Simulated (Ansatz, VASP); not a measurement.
## B3C in VASP and in Ansatz

```
B C
1.0
    -2.11047    2.11047    2.11047
     2.11047   -2.11047    2.11047
     2.11047    2.11047   -2.11047
B C
3 1
Direct
  0.00000 0.50000 0.50000
  0.50000 0.00000 0.50000
  0.50000 0.50000 0.00000
  0.00000 0.00000 0.00000
```

Alike in both runs: task relaxation of cell and atoms; functional PBE; k mesh 6 × 6 × 6; occupations gaussian, width 0.1 eV; no spin polarisation.

```csv
,VASP,Ansatz
version,VASP 6.6.1,Ansatz 0.2.0
potentials or method,"VASP PAW PBE potentials, release 64 (B, C)","scalar-relativistic, plane waves, PAW"
plane-wave cutoff (eV),600,420
valence electrons in the cell,13,13
```

Ansatz gave:

| Quantity | Value |
| --- | --- |
| gap on the k mesh at the Fermi level, each at its own relaxed structure (eV) | none |
| relaxed volume (Å³/atom) | 6.28 |
| relaxed cell length with the largest relative difference (Å) | 3.196 |
| energy change over the relaxation (meV/atom) | -638 |

Estimate VASP's values.

gap on the k mesh at the Fermi level, each at its own relaxed structure (eV): none; relaxed volume (Å³/atom): 6.27; relaxed cell length with the largest relative difference (Å): 3.194; energy change over the relaxation (meV/atom): -639.

A gap of «none» marks a metal or a gap that the smearing closes.

Caveats: the volume moved by over 15 % at a fixed basis, so the end points are rough (VASP).
